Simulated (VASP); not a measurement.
Consider the following.

```
SnSe
1.0
    0.00000     2.97432     2.97432
    2.97432     0.00000     2.97432
    2.97432     2.97432     0.00000
Sn Se
1 1
Direct
  0.00000   0.00000   0.00000
  0.50000   0.50000   0.50000
```

Calculation: PBEsol GGA, VASP's PBE PAW potentials (set 64) (plane waves; VASP). Settings: 500 eV cut-off, 8×8×8 Γ-centred mesh, Gaussian smearing of 0.050 eV, potentials Sn_d Se.

Predict the energy per atom (σ→0).

The energy per atom (σ→0) is -4.493 eV/atom.

The absolute energy has meaning only against runs of the same code, potentials and settings.

The structure was generated: SnSe was put into the rock salt type (Fm-3m), which need not be its known phase. It was relaxed first, which changed the volume by +20 %.
